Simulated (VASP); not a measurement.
```cif
data_P3
_chemical_formula_sum 'P3'
_space_group_name_H-M_alt 'P6/mmm'
_space_group_IT_number 191
_space_group_name_Hall '-P 6 2'
_cell_length_a 4.39706
_cell_length_b 4.39706
_cell_length_c 2.46472
_cell_angle_alpha 90.000
_cell_angle_beta 90.000
_cell_angle_gamma 120.000
loop_
_atom_site_label
_atom_site_type_symbol
_atom_site_symmetry_multiplicity
_atom_site_Wyckoff_symbol
_atom_site_fract_x
_atom_site_fract_y
_atom_site_fract_z
_atom_site_occupancy
P1 P 1 a 0.00000 0.00000 0.00000 1
P2 P 2 d 0.33333 0.66667 0.50000 1
```

Level of theory: PBEsol GGA, VASP's PBE PAW potentials (set 64) (plane waves; VASP). Numerical set-up: 480 eV cut-off, 8×8×12 Γ-centred mesh, first-order Methfessel-Paxton smearing of 0.10 eV, potentials P.

Each relaxation starts from this cell; other phases were not tried.

Problem. The cell is relaxed at 20 GPa. What happens?

Solution. The volume per atom goes from 13.76 to 11.93 Å³ (-13.3 %), and the cell becomes a = 4.167 Å, b = 4.167 Å, c = 2.380 Å, α = 90.00°, β = 90.00°, γ = 120.00°, space group P6/mmm.

Problem. The cell is relaxed at 30 GPa. What happens?

Solution. The volume per atom goes from 13.76 to 11.36 Å³ (-17.4 %), and the cell becomes a = b = 4.095 Å, c = 2.346 Å, α = β = 90.00°, γ = 120.00°, space group P6/mmm.

Failed runs are left out, and for metals the shear rows, which the mesh's noise covers.

The structure was generated: P was put into the omega type (P6/mmm), which need not be its known phase. VASP warned that the highest band is occupied, so more bands are needed.
